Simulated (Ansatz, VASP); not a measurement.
**Cross-check of Al7GaN8 (alloy, x = 0.125, one random ordering in a cell of 16 atoms (invented)) between VASP and Ansatz**

Wanted: the spread between two codes on one cell, functional and k mesh. The cell is generated by rule, not measured, and may not be a known phase. The cell is taken from a series of runs on this material, whose earlier steps may have relaxed, scaled, displaced or heated it; both programs get it as it stands.

Method: plane waves, with VASP 6.6.1 beside it; relaxation of cell and atoms at r2SCAN, in Ansatz 0.2.0.

### Step 1. Set-up

Symmetry: F-43m, No. 216, cubic system. Conventional cell: a = 8.771 Å, b = 8.771 Å, c = 8.771 Å, α = 90.00°, β = 90.00°, γ = 90.00°. Nearest to Al lie 4 N at 1.90 Å. Nearest to Al lie 4 N at 1.89 to 1.90 Å. Nearest to Ga lie 4 N at 1.94 Å. N has 4 Al at 1.90 Å nearest. Nearest to N lie 3 Al at 1.89 Å and 1 Ga at 1.94 Å. Farther neighbours and most contacts between anions are not listed.

Coordinates:

```xyz
16
Lattice="0.0000 4.3853 4.3853 4.3853 0.0000 4.3853 4.3853 4.3853 0.0000" Properties=species:S:1:pos:R:3 pbc="T T T"
Al    0.0000    0.0000    0.0000
Al    6.5780    8.7691    6.5780
Al    6.5780    6.5780    4.3870
Al    8.7691    6.5780    6.5780
Al    4.3870    6.5780    6.5780
Al    6.5780    6.5780    8.7691
Al    6.5780    4.3870    6.5780
Ga    4.3853    4.3853    4.3853
N     5.4823    7.6737    5.4823
N     7.6737    7.6737    7.6737
N     7.6737    5.4823    5.4823
N     5.5056    5.5056    3.2651
N     5.4823    5.4823    7.6737
N     3.2651    5.5056    5.5056
N     3.2651    3.2651    3.2651
N     5.5056    3.2651    5.5056
```

### Step 2. VASP: relaxation of cell and atoms, r2SCAN, pair 1

The relaxed volume is the usual yardstick between codes: in a stiff, nearly cubic crystal its relative difference is about their pressure difference at one cell divided by the bulk modulus.

Lines of VASP's logs that name or quote its potential files are left out, and so is its time.

INCAR reads:

```
SYSTEM = Al7GaN8
PREC = Accurate
ENCUT = 660
EDIFF = 1E-07
NELM = 120
ISMEAR = 0
SIGMA = 0.01
LREAL = .FALSE.
ALGO = Normal
METAGGA = R2SCAN
LASPH = .TRUE.
NBANDS = 53
LORBIT = 11
LWAVE = .FALSE.
LCHARG = .FALSE.
ISIF = 3
IBRION = 2
NSW = 80
EDIFFG = -0.005
GGA_COMPAT = .FALSE.
NELMIN = 4
EFERMI = MIDGAP
LMIXTAU = .TRUE.
KPAR = 4
```

POSCAR reads:

```
Al7GaN8
1.0
    0.0000000000      4.3853440000      4.3853440000
    4.3853440000      0.0000000000      4.3853440000
    4.3853440000      4.3853440000      0.0000000000
Al Ga N
7 1 8
Direct
    0.0000000000      0.0000000000      0.0000000000
    0.9998154079      0.5001845921      0.9998154079
    0.5001845921      0.5001845921      0.9998154079
    0.5001845921      0.9998154079      0.9998154079
    0.9998154079      0.5001845921      0.5001845921
    0.9998154079      0.9998154079      0.5001845921
    0.5001845921      0.9998154079      0.5001845921
    0.5000000000      0.5000000000      0.5000000000
    0.8749295380      0.3752113859      0.8749295380
    0.8749295380      0.8749295380      0.8749295380
    0.3752113859      0.8749295380      0.8749295380
    0.3722691994      0.3722691994      0.8831924018
    0.8749295380      0.8749295380      0.3752113859
    0.8831924018      0.3722691994      0.3722691994
    0.3722691994      0.3722691994      0.3722691994
    0.3722691994      0.8831924018      0.3722691994
```

KPOINTS reads:

```
Automatic mesh
0
Gamma
4 4 4
0 0 0
```

PAW data sets: Al, Ga_d and N (PBE family, release 64).

The run is started by

```bash
> mpirun -np 4 vasp_std
```

Numbers of over 12 decimals in the logs are rounded to 6 here.

The log of the run:

```text
[banner, memory and clock lines left out]
running    4 mpi-ranks, on    1 nodes
 distrk:  each k-point on    1 cores,    4 groups
 distr:  one band on    1 cores,    1 groups

 POSCAR found type information on POSCAR AlGaN
 POSCAR found :  3 types and      16 ions
|                                                                             |
|               ----> ADVICE to this user running VASP <----                  |
|                                                                             |
|     You enforced a specific xc type in the INCAR file but a different       |
|     [... a line on the potential file left out ...]
|     I HOPE YOU KNOW WHAT YOU ARE DOING!                                     |
|                                                                             |

 LDA part: xc-table for (None), standard interpolation
 POSCAR, INCAR and KPOINTS ok, starting setup
 FFT: planning ... GRIDC
 FFT: planning ... GRID_SOFT
 FFT: planning ... GRID
 WAVECAR not read
 entering main loop
       N       E                     dE             d eps       ncg     rms          rms(c)
DAV:   1     0.640586997866E+03    0.64059E+03   -0.37835E+04   897   0.185E+03
DAV:   2    -0.734580248010E+02   -0.71405E+03   -0.65429E+03   984   0.509E+02
DAV:   3    -0.185742779703E+03   -0.11228E+03   -0.10981E+03  1021   0.172E+02
DAV:   4    -0.191375737594E+03   -0.56330E+01   -0.56013E+01  1088   0.425E+01
DAV:   5    -0.191535312184E+03   -0.15957E+00   -0.15933E+00  1072   0.692E+00    0.247E+01
DAV:   6    -0.158630894824E+03    0.32904E+02   -0.55801E+01  1251   0.462E+01    0.105E+01
DAV:   7    -0.153978463285E+03    0.46524E+01   -0.49046E+00   976   0.126E+01    0.594E+00
DAV:   8    -0.162962714148E+03   -0.89843E+01   -0.62857E+00  1046   0.142E+01    0.442E+00
DAV:   9    -0.155688916247E+03    0.72738E+01   -0.35843E+00   888   0.112E+01    0.702E-01
DAV:  10    -0.156079898073E+03   -0.39098E+00   -0.51187E-01  1080   0.481E+00    0.507E-01
DAV:  11    -0.155994891771E+03    0.85006E-01   -0.13611E-01   898   0.248E+00    0.577E-01
DAV:  12    -0.156041104058E+03   -0.46212E-01   -0.57487E-03  1096   0.466E-01    0.427E-01
DAV:  13    -0.156114198105E+03   -0.73094E-01   -0.15975E-02   898   0.966E-01    0.191E-01
DAV:  14    -0.156130417682E+03   -0.16220E-01   -0.65770E-03   944   0.645E-01    0.667E-02
[...]
DAV:  20    -0.156131784200E+03   -0.30104E-04   -0.13157E-05   952   0.407E-02    0.127E-02
DAV:  21    -0.156131798424E+03   -0.14224E-04   -0.78247E-06  1056   0.203E-02    0.952E-03
DAV:  22    -0.156131798598E+03   -0.17341E-06   -0.68649E-07  1016   0.873E-03    0.514E-03
DAV:  23    -0.156131799714E+03   -0.11166E-05   -0.11009E-07   672   0.255E-03    0.288E-03
DAV:  24    -0.156131800149E+03   -0.43460E-06   -0.20620E-07   696   0.311E-03    0.907E-04
DAV:  25    -0.156131799732E+03    0.41692E-06   -0.45150E-08   542   0.338E-03    0.107E-03
DAV:  26    -0.156131800105E+03   -0.37282E-06   -0.28714E-08   529   0.149E-03    0.873E-04
DAV:  27    -0.156131800167E+03   -0.62085E-07   -0.74305E-09   529   0.648E-04
   1 F= -.15613180E+03 E0= -.15613180E+03  d E =-.156132E+03
[...]
2 F= -.15613210E+03 E0= -.15613210E+03  d E =-.303774E-03
[...]
3 F= -.15613219E+03 E0= -.15613219E+03  d E =-.385584E-03
 curvature:  -0.35 expect dE=-0.104E-04 dE for cont linesearch -0.289E-05
 ZBRENT: interpolating
 opt :   0.7306  next Energy=  -156.132189 (dE=-0.389E-03)
 bond charge predicted
       N       E                     dE             d eps       ncg     rms          rms(c)
DAV:   1    -0.156132189447E+03   -0.36496E-05   -0.82708E-04   940   0.146E-01    0.730E-03
DAV:   2    -0.156132187310E+03    0.21373E-05   -0.15853E-05  1291   0.361E-02    0.376E-03
DAV:   3    -0.156132183230E+03    0.40795E-05   -0.18922E-06  1187   0.171E-02    0.165E-03
DAV:   4    -0.156132185376E+03   -0.21463E-05   -0.12098E-06   929   0.724E-03    0.921E-04
DAV:   5    -0.156132183995E+03    0.13809E-05   -0.13984E-07   707   0.391E-03    0.482E-04
DAV:   6    -0.156132184497E+03   -0.50143E-06   -0.33158E-08   539   0.151E-03    0.221E-04
DAV:   7    -0.156132183970E+03    0.52676E-06   -0.10247E-08   499   0.113E-03    0.878E-05
DAV:   8    -0.156132184305E+03   -0.33491E-06   -0.34171E-09   499   0.622E-04    0.609E-05
DAV:   9    -0.156132184163E+03    0.14150E-06   -0.12332E-09   489   0.327E-04    0.419E-05
DAV:  10    -0.156132184181E+03   -0.17532E-07   -0.53442E-10   479   0.187E-04
   4 F= -.15613218E+03 E0= -.15613218E+03  d E =-.384014E-03
 curvature:  -0.37 expect dE=-0.942E-05 dE for cont linesearch -0.470E-11
 trial: gam= 0.02138 g(F)=  0.488E-05 g(S)=  0.209E-04 ort = 0.124E-06 (trialstep = 0.946E+00)
 search vector abs. value=  0.264E-04
 reached required accuracy - stopping structural energy minimisation
```

From OUTCAR (step 2):

```text
ion  position               nearest neighbor table
   1  0.000  0.000  0.000-   9 1.90  11 1.90  13 1.90  10 1.90   3 3.10   5 3.10   5 3.10   6 3.10
                             7 3.10   2 3.10   4 3.10   6 3.10   3 3.10   4 3.10   7 3.10   2 3.10
   2  1.000  0.500  1.000-  12 1.89  14 1.89  10 1.90   9 1.90   3 3.10   4 3.10   5 3.10   6 3.10
                             1 3.10   8 3.10   8 3.10   1 3.10   5 3.10   3 3.10   6 3.10   4 3.10
   3  0.500  0.500  1.000-  12 1.89  15 1.89   9 1.90  11 1.90   2 3.10   4 3.10   5 3.10   7 3.10
                             8 3.10   8 3.10   1 3.10   1 3.10   4 3.10   5 3.10   7 3.10   2 3.10
   4  0.500  1.000  1.000-  12 1.89  16 1.89  10 1.90  11 1.90   2 3.10   3 3.10   6 3.10   7 3.10
                             1 3.10   8 3.10   8 3.10   1 3.10   7 3.10   2 3.10   6 3.10   3 3.10
   5  1.000  0.500  0.500-  14 1.89  15 1.89   9 1.90  13 1.90   2 3.10   3 3.10   6 3.10   7 3.10
                             8 3.10   8 3.10   1 3.10   1 3.10   7 3.10   2 3.10   3 3.10   6 3.10
   6  1.000  1.000  0.500-  14 1.89  16 1.89  10 1.90  13 1.90   2 3.10   4 3.10   5 3.10   7 3.10
                             1 3.10   8 3.10   8 3.10   1 3.10   7 3.10   2 3.10   4 3.10   5 3.10
   7  0.500  1.000  0.500-  16 1.89  15 1.89  11 1.90  13 1.90   3 3.10   4 3.10   5 3.10   6 3.10
                             8 3.10   8 3.10   1 3.10   1 3.10   4 3.10   5 3.10   3 3.10   6 3.10
   8  0.500  0.500  0.500-  15 1.94  14 1.94  12 1.94  16 1.94   5 3.10   7 3.10   3 3.10   2 3.10
                             3 3.10   4 3.10   4 3.10   6 3.10   7 3.10   2 3.10   5 3.10   6 3.10
   9  0.875  0.375  0.875-   5 1.90   3 1.90   2 1.90   1 1.90
  10  0.875  0.875  0.875-   2 1.90   4 1.90   6 1.90   1 1.90
  11  0.375  0.875  0.875-   7 1.90   3 1.90   4 1.90   1 1.90
  12  0.372  0.372  0.883-   3 1.89   2 1.89   4 1.89   8 1.94
  13  0.875  0.875  0.375-   5 1.90   7 1.90   6 1.90   1 1.90
  14  0.883  0.372  0.372-   5 1.89   2 1.89   6 1.89   8 1.94
  15  0.372  0.372  0.372-   3 1.89   5 1.89   7 1.89   8 1.94
  16  0.372  0.883  0.372-   7 1.89   6 1.89   4 1.89   8 1.94

  LATTYP: Found a face centered cubic cell.
 ALAT       =     8.7706880000

 Subroutine GETGRP returns: Found 24 space group operations
 (whereof 24 operations were pure point group operations)

The static configuration has the point symmetry T_d .

 Found      8 irreducible k-points:

   k-points           NKPTS =      8   k-points in BZ     NKDIM =      8   number of bands    NBANDS=     53

   dimension x,y,z NGX =    54 NGY =   54 NGZ =   54
   dimension x,y,z NGXF=   108 NGYF=  108 NGZF=  108

   ENCUT  =  660.0 eV  48.51 Ry    6.96 a.u.  12.99 12.99 12.99*2*pi/ulx,y,z

   NELECT =      74.0000    total number of electrons

 k-points in reciprocal lattice and weights: Automatic mesh
   0.00000000  0.00000000  0.00000000       0.016
   0.25000000  0.00000000  0.00000000       0.125
   0.50000000  0.00000000  0.00000000       0.062
   0.25000000  0.25000000  0.00000000       0.094
   0.50000000  0.25000000  0.00000000       0.375
  -0.25000000  0.25000000  0.00000000       0.188
   0.50000000  0.50000000  0.00000000       0.047
  -0.25000000  0.50000000  0.25000000       0.094

 average (electrostatic) potential at core
       1 -74.7839       2 -74.7025       3 -74.7025       4 -74.7025       5 -74.7025
       6 -74.7025       7 -74.7025       8 -67.0296       9 -62.9932      10 -62.9932
      11 -62.9932      12 -63.0929      13 -62.9932      14 -63.0929      15 -63.0929
      16 -63.0929

 E-fermi :   7.6044

 k-point     1 :       0.0000    0.0000    0.0000
  band No.  band energies     occupation
    ...
     33       5.1235      2.00000
     34       5.1235      2.00000
     35       5.6493      2.00000
     36       5.6493      2.00000
     37       5.6493      2.00000
     38       9.5596      0.00000
     39       9.5596      0.00000
     40       9.5596      0.00000
     41      10.0625      0.00000
     42      12.5341      0.00000
    ...

 k-point     2 :       0.2500    0.0000    0.0000
  band No.  band energies     occupation
    ...
     33       4.8391      2.00000
     34       5.1191      2.00000
     35       5.1191      2.00000
     36       5.5629      2.00000
     37       5.5629      2.00000
     38      10.3768      0.00000
     39      10.3901      0.00000
     40      10.3901      0.00000
     41      11.0398      0.00000
     42      12.9416      0.00000
    ...

 k-point     3 :       0.5000    0.0000    0.0000
  band No.  band energies     occupation
    ...
     33       4.3692      2.00000
     34       5.2170      2.00000
     35       5.2170      2.00000
     36       5.4344      2.00000
     37       5.4344      2.00000
     38      11.8643      0.00000
     39      12.0877      0.00000
     40      12.1038      0.00000
     41      12.1038      0.00000
     42      12.1960      0.00000
    ...

  Total        0.0481025      0.0481025      0.0481025      0.0000000      0.0000000      0.0000000
  in kB        0.4572438      0.4572438      0.4572438      0.0000000      0.0000000      0.0000000
  external PRESSURE =       0.4572438 kB  Pullay stress =       0.0000000 kB

  energy-cutoff  :      660.00
  volume of cell :      168.55
      direct lattice vectors                 reciprocal lattice vectors
     0.000000000  4.384299641  4.384299641    -0.114043300  0.114043300  0.114043300
     4.384299641  0.000000000  4.384299641     0.114043300 -0.114043300  0.114043300
     4.384299641  4.384299641  0.000000000     0.114043300  0.114043300 -0.114043300

 POSITION                                       TOTAL-FORCE (eV/Angst)
 -----------------------------------------------------------------------------------
      4.38430      8.76860      4.38430         0.000000      0.000000      0.000000
      6.57645      8.76709      6.57645         0.000000     -0.002841      0.000000
      6.57645      6.57645      4.38581         0.000000      0.000000      0.002841
      8.76709      6.57645      6.57645        -0.002841      0.000000      0.000000
      4.38581      6.57645      6.57645         0.002841      0.000000      0.000000
      6.57645      6.57645      8.76709         0.000000      0.000000     -0.002841
      6.57645      4.38581      6.57645         0.000000      0.002841      0.000000
      4.38430      4.38430      4.38430         0.000000      0.000000      0.000000
      5.48103      7.67187      5.48103         0.000740     -0.000740      0.000740
      7.67187      7.67187      7.67187        -0.000740     -0.000740     -0.000740
      7.67187      5.48103      5.48103        -0.000740      0.000740      0.000740
      5.50585      5.50585      3.26275         0.001960      0.001960     -0.001960
      5.48103      5.48103      7.67187         0.000740      0.000740     -0.000740
      3.26275      5.50585      5.50585        -0.001960      0.001960      0.001960
      3.26275      3.26275      3.26275        -0.001960     -0.001960     -0.001960
      5.50585      3.26275      5.50585         0.001960     -0.001960      0.001960
 -----------------------------------------------------------------------------------
    total drift:                                0.000001      0.000001      0.000001

  FREE ENERGIE OF THE ION-ELECTRON SYSTEM (eV)
  ---------------------------------------------------
  free  energy   TOTEN  =      -156.1321841810 eV

  energy  without entropy=     -156.1321841810  energy(sigma->0) =     -156.13218418

 reached required accuracy - stopping structural energy minimisation

 total charge
# of ion       s       p       d       tot
------------------------------------------
    1        0.367   0.447   0.000   0.813
    2        0.370   0.453   0.000   0.823
    3        0.370   0.453   0.000   0.823
    4        0.370   0.453   0.000   0.823
    5        0.370   0.453   0.000   0.823
    6        0.370   0.453   0.000   0.823
    7        0.370   0.453   0.000   0.823
    8        0.757   0.913  10.201  11.871
    9        1.226   2.654   0.000   3.881
   10        1.226   2.654   0.000   3.881
   11        1.226   2.654   0.000   3.881
   12        1.229   2.640   0.000   3.869
   13        1.226   2.654   0.000   3.881
   14        1.229   2.640   0.000   3.869
   15        1.229   2.640   0.000   3.869
   16        1.229   2.640   0.000   3.869
--------------------------------------------------
tot         13.162  25.255  10.201  48.618

[... 3 further parts left out ...]
```

CONTCAR:

```
Al7GaN8
   1.00000000000000
     0.0000000000000000    4.3842996405729942    4.3842996405729942
     4.3842996405729942    0.0000000000000000    4.3842996405729942
     4.3842996405729942    4.3842996405729942    0.0000000000000000
  Al              Ga              N
     7     1     8
Direct
     1.0000000000000000    0.0000000000000000    1.0000000000000000
     0.9998278973841085    0.5001721026158915    0.9998278973841085
     0.5001721026158915    0.5001721026158915    0.9998278973841085
     0.5001721026158915    0.9998278973841085    0.9998278973841085
     0.9998278973841085    0.5001721026158915    0.5001721026158915
     0.9998278973841085    0.9998278973841085    0.5001721026158915
     0.5001721026158915    0.9998278973841085    0.5001721026158915
     0.5000000000000000    0.5000000000000000    0.5000000000000000
     0.8749253444249703    0.3752239666251019    0.8749253444249703
     0.8749253444249703    0.8749253444249703    0.8749253444249703
     0.3752239666251019    0.8749253444249703    0.8749253444249703
     0.3720946787331061    0.3720946787331061    0.8837159638006890
     0.8749253444249703    0.8749253444249703    0.3752239666251019
     0.8837159638006890    0.3720946787331061    0.3720946787331061
     0.3720946787331061    0.3720946787331061    0.3720946787331061
     0.3720946787331061    0.8837159638006890    0.3720946787331061
```

The run keeps the 24 symmetry operations of its start, so it cannot find a distortion of lower symmetry.

(Part 1 of 3 ends here.)

[Lines on the potential files, build, host, timing and source positions are cut from VASP's logs without a mark.]

[Logs are printed without paths, hosts, clocks, repeated set-up lines and the standing remarks that a program may print on its own settings, such as how far it seeks lower states.]

[Hosts, paths, dates, database ids (printed as entryN), source tags and the programs' standing remarks are cut or masked in the printed files.]
